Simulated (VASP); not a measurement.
Computed with revTPSS meta-GGA, VASP's PBE PAW potentials (set 64) (plane waves; VASP).

VASP input:

File POSCAR:
```
AlN
1
    0.0000000000     2.1900000000     2.1900000000
    2.1900000000     0.0000000000     2.1900000000
    2.1900000000     2.1900000000     0.0000000000
Al N
1 1
Direct
  0.0000000000   0.0000000000   0.0000000000
  0.2500000000   0.2500000000   0.2500000000
```

**KPOINTS**
```
Automatic mesh
0
gamma
9 9 9
```

### INCAR
```
SYSTEM = AlN
PREC = Accurate; ENCUT = 520; LREAL = .False.
LASPH = .True.
EDIFF = 1E-6; NELM = 100; ALGO = Normal
LMIXTAU = .True.
ISMEAR = 0; SIGMA = 0.05
METAGGA = RTPSS
IBRION = 2; NSW = 60; ISIF = 3
EDIFFG = -0.01
LWAVE = .False.; LCHARG = .False.
```

POTCAR, in this order: Al N (PBE.64 set). Program: vasp_std.

What VASP printed:

File OUTCAR:
```
 ion  position               nearest neighbor table
   1  0.000  0.000  0.000-   2 1.90   2 1.90   2 1.90   2 1.90
   2  0.250  0.250  0.250-   1 1.90   1 1.90   1 1.90   1 1.90
  LATTYP: Found a face centered cubic cell.
 ALAT       =     4.3800000000
 Subroutine PRICEL returns:
 Original cell was already a primitive cell.
 Subroutine GETGRP returns: Found 24 space group operations
The static configuration has the point symmetry T_d .
The dynamic configuration has the point symmetry T_d .
 Subroutine INISYM returns: Found 24 space group operations
 Subroutine IBZKPT returns following result:
 Found     35 irreducible k-points:

 Following reciprocal coordinates:
            Coordinates               Weight
  0.000000  0.000000  0.000000      1.000000
  0.111111  0.000000  0.000000      8.000000
  0.222222  0.000000  0.000000      8.000000
  0.333333  0.000000  0.000000      8.000000
  0.444444  0.000000  0.000000      8.000000
  0.111111  0.111111  0.000000      6.000000
  0.222222  0.111111  0.000000     24.000000
  0.333333  0.111111  0.000000     24.000000
  0.444444  0.111111  0.000000     24.000000
...
```

### OSZICAR
```
       N       E                     dE             d eps       ncg     rms          rms(c)
DAV:   1     0.304824973359E+02    0.30482E+02   -0.42723E+03   560   0.936E+02
DAV:   2    -0.144921788227E+02   -0.44975E+02   -0.44058E+02   912   0.234E+02
DAV:   3    -0.156063285925E+02   -0.11141E+01   -0.11141E+01   704   0.440E+01
DAV:   4    -0.156172487744E+02   -0.10920E-01   -0.10920E-01  1056   0.502E+00
DAV:   5    -0.156172652440E+02   -0.16470E-04   -0.16470E-04   704   0.171E-01    0.925E+00
DAV:   6    -0.175995732774E+02   -0.19823E+01   -0.61687E+00   560   0.387E+01    0.404E+00
DAV:   7    -0.146484190874E+02    0.29512E+01   -0.16867E+04   560   0.343E+05    0.344E+00
DAV:   8    -0.177723859882E+02   -0.31240E+01   -0.24370E+00   568   0.211E+01    0.118E+00
DAV:   9    -0.178428371191E+02   -0.70451E-01   -0.60495E-02   664   0.281E+00    0.327E-01
DAV:  10    -0.177439155775E+02    0.98922E-01   -0.38570E+02   560   0.721E+03    0.131E-01
DAV:  11    -0.178765220851E+02   -0.13261E+00   -0.94671E-01   560   0.170E+01    0.197E-01
DAV:  12    -0.178761443035E+02    0.37778E-03   -0.13096E-03   832   0.355E-01    0.159E-01
DAV:  13    -0.178767812468E+02   -0.63694E-03   -0.15142E-04   568   0.164E-01    0.119E-01
DAV:  14    -0.178770103218E+02   -0.22907E-03   -0.94193E-05   592   0.151E-01    0.418E-02
DAV:  15    -0.178771310580E+02   -0.12074E-03   -0.95834E-05   568   0.107E-01    0.322E-02
DAV:  16    -0.178770930348E+02    0.38023E-04   -0.34616E-06   616   0.286E-02    0.300E-02
DAV:  17    -0.178770568893E+02    0.36146E-04   -0.51124E-05   560   0.744E-02    0.810E-03
DAV:  18    -0.178770533522E+02    0.35371E-05   -0.34550E-06   632   0.233E-02    0.509E-03
DAV:  19    -0.178770536357E+02   -0.28354E-06   -0.31979E-07   312   0.805E-03
   1 F= -.17877054E+02 E0= -.17877054E+02  d E =-.178771E+02
       N       E                     dE             d eps       ncg     rms          rms(c)
DAV:   1    -0.178771740122E+02   -0.12066E-03   -0.10151E-02   560   0.929E-01    0.138E-01
DAV:   2    -0.178770215609E+02    0.15245E-03   -0.17616E-03   592   0.299E-01    0.408E-02
DAV:   3    -0.178770399462E+02   -0.18385E-04   -0.78550E-05   576   0.770E-02    0.129E-02
DAV:   4    -0.178770525794E+02   -0.12633E-04   -0.19577E-05   584   0.432E-02    0.640E-03
DAV:   5    -0.178770294750E+02    0.23104E-04   -0.18090E-05   560   0.453E-02    0.467E-03
DAV:   6    -0.178770563302E+02   -0.26855E-04   -0.43764E-06   576   0.229E-02    0.251E-03
DAV:   7    -0.178770493077E+02    0.70225E-05   -0.48816E-07   600   0.906E-03    0.113E-03
DAV:   8    -0.178770543930E+02   -0.50853E-05   -0.13187E-07   304   0.504E-03    0.708E-05
DAV:   9    -0.178770538390E+02    0.55406E-06   -0.43594E-09   288   0.773E-04
   2 F= -.17877054E+02 E0= -.17877054E+02  d E =-.203261E-06
       N       E                     dE             d eps       ncg     rms          rms(c)
DAV:   1    -0.178771448579E+02   -0.90465E-04   -0.26031E-03   560   0.471E-01    0.697E-02
DAV:   2    -0.178771095693E+02    0.35289E-04   -0.44308E-04   584   0.150E-01    0.210E-02
DAV:   3    -0.178771253606E+02   -0.15791E-04   -0.20032E-05   560   0.389E-02    0.658E-03
DAV:   4    -0.178771115799E+02    0.13781E-04   -0.49550E-06   568   0.216E-02    0.323E-03
DAV:   5    -0.178771237401E+02   -0.12160E-04   -0.45624E-06   560   0.226E-02    0.233E-03
DAV:   6    -0.178771182198E+02    0.55203E-05   -0.10920E-06   576   0.113E-02    0.128E-03
DAV:   7    -0.178771214806E+02   -0.32607E-05   -0.11309E-07   288   0.438E-03    0.489E-04
DAV:   8    -0.178771195206E+02    0.19600E-05   -0.30563E-08   280   0.219E-03    0.137E-04
DAV:   9    -0.178771197022E+02   -0.18156E-06   -0.12405E-09   280   0.410E-04
   3 F= -.17877120E+02 E0= -.17877120E+02  d E =-.660665E-04
```

OUTCAR:
```
------------------------ aborting loop because EDIFF is reached ----------------------------------------
  FORCE on cell =-STRESS in cart. coord.  units (eV):
  Direction    XX          YY          ZZ          XY          YZ          ZX
  --------------------------------------------------------------------------------------
  Total        0.0017759      0.0017759      0.0017759      0.0000000     -0.0000000      0.0000000
  in kB        0.1351513      0.1351513      0.1351513      0.0000000     -0.0000000      0.0000000
  external PRESSURE =       0.1351513 kB  Pullay stress =       0.0000000 kB
  volume of cell :       21.05
      direct lattice vectors                 reciprocal lattice vectors
    -0.000000000  2.191595977  2.191595977    -0.228144241  0.228144241  0.228144241
     2.191595977 -0.000000000  2.191595977     0.228144241 -0.228144241  0.228144241
     2.191595977  2.191595977 -0.000000000     0.228144241  0.228144241 -0.228144241
  FREE ENERGIE OF THE ION-ELECTRON SYSTEM (eV)
  ---------------------------------------------------
  free  energy   TOTEN  =       -17.8771197022 eV

  energy  without entropy=      -17.8771197022  energy(sigma->0) =      -17.87711970

 reached required accuracy - stopping structural energy minimisation
```
(Selected blocks of OUTCAR.)

### CONTCAR
```
AlN
   1.00000000000000
    -0.0000000000000000    2.1915959772764562    2.1915959772764562
     2.1915959772764562   -0.0000000000000000    2.1915959772764562
     2.1915959772764562    2.1915959772764562   -0.0000000000000000
  Al              N
     1     1
Direct
     0.0000000000000000    0.0000000000000000    0.0000000000000000
     0.2500000000000000    0.2500000000000000    0.2500000000000000
```

The compound is AlN in the zinc blende structure, a metastable form; wurtzite is the usual one. This run relaxes it. Symmetry was kept, so distortions that lower it aren't found.
